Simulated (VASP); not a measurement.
```
Ni3Sn
1.0
    2.58682    -4.48051     0.00000
    2.58682     4.48051     0.00000
    0.00000     0.00000     4.14900
Ni Sn
6 2
Direct
  0.84049   0.68098   0.25000
  0.15951   0.84049   0.75000
  0.31902   0.15951   0.25000
  0.15951   0.31902   0.75000
  0.84049   0.15951   0.25000
  0.68098   0.84049   0.75000
  0.33333   0.66667   0.25000
  0.66667   0.33333   0.75000
```

These are LDA (Ceperley-Alder, Perdew-Zunger), VASP's LDA PAW potentials (set 64) (plane waves; VASP) values and carry that method's errors. Run with 400 eV cut-off, 8×8×8 Γ-centred mesh, tetrahedra with Blöchl corrections, potentials Ni Sn_d.

The cores are frozen, which limits the accuracy of field gradients.

Give the principal components of the electric field gradient (V/Å²) and the asymmetry η at each nucleus.

| atom | Vxx | Vyy | Vzz | η |
|---|---|---|---|---|
| Ni1 | 3.8 | 2.3 | -6.1 | 0.25 |
| Ni2 | 3.8 | 2.3 | -6.1 | 0.25 |
| Ni3 | 3.8 | 2.3 | -6.1 | 0.25 |
| Ni4 | 3.8 | 2.3 | -6.1 | 0.25 |
| Ni5 | 3.8 | 2.3 | -6.1 | 0.25 |
| Ni6 | 3.8 | 2.3 | -6.1 | 0.25 |
| Sn7 | 8.2 | 8.2 | -16.5 | 0.00 |
| Sn8 | 8.2 | 8.2 | -16.5 | 0.00 |

The compound is Ni3Sn in the sg194 structure. It was relaxed first, which changed the volume by -7 %. The run is not spin-polarised, so no magnetic state was tried.
